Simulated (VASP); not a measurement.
A VASP calculation is set up with these files.

INCAR:
```
# general
SYSTEM  = Li
PREC    = Accurate
ENCUT   = 620
LREAL   = .FALSE.
LASPH   = .TRUE.

# electronic loop
EDIFF   = 1E-6
NELM    = 100
ALGO    = Normal

# smearing
ISMEAR  = 1
SIGMA   = 0.1

# ions
IBRION  = 2
NSW     = 40
ISIF    = 3
EDIFFG  = -0.02
PSTRESS = 200

# output
LWAVE   = .FALSE.
LCHARG  = .FALSE.
```

POSCAR:
```
Li
1
   -1.4020646312     1.4020646312     1.4020646312
    1.4020646312    -1.4020646312     1.4020646312
    1.4020646312     1.4020646312    -1.4020646312
Li
1
Direct
  0.0000000000   0.0000000000   1.0000000000
```

**KPOINTS**
```
Automatic mesh
0
Gamma
18 18 18
0 0 0
```

POTCAR, in this order: Li_sv (LDA.64 set). Program: vasp_std.

**Question.** Write an equivalent input for Quantum ESPRESSO's pw.x.

**Answer.** One equivalent input (not run):
```
&CONTROL
  calculation = 'vc-relax'
  pseudo_dir = './pseudo'
  outdir = './out'
  tprnfor = .true.
  tstress = .true.
  nstep = 40
  forc_conv_thr = 0.00078
/
&SYSTEM
  ibrav = 0
  nat = 1
  ntyp = 1
  ecutwfc = 74
  occupations = 'smearing'
  smearing = 'methfessel-paxton'
  degauss = 0.00735
  input_dft = 'pz'
/
&ELECTRONS
  conv_thr = 7.3e-08
  electron_maxstep = 100
/
&IONS
/
&CELL
  press = 200
/
ATOMIC_SPECIES
  Li 6.940 Li.upf
CELL_PARAMETERS angstrom
    -1.4020646    1.4020646    1.4020646
     1.4020646   -1.4020646    1.4020646
     1.4020646    1.4020646   -1.4020646
ATOMIC_POSITIONS crystal
  Li   0.0000000  0.0000000  1.0000000
K_POINTS automatic
  18 18 18 0 0 0
```
What does not carry over: the potentials are each code's own (VASP's PAW set, PseudoDojo norm-conserving files in pw.x), so ENCUT and ecutwfc are chosen apart and not converted; conv_thr bounds pw.x's estimated SCF error, while EDIFF bounds the energy change between steps; forc_conv_thr acts on force components and is met together with etot_conv_thr.

The compound is Li in the bcc structure. It was relaxed first under an external pressure of 20 GPa.
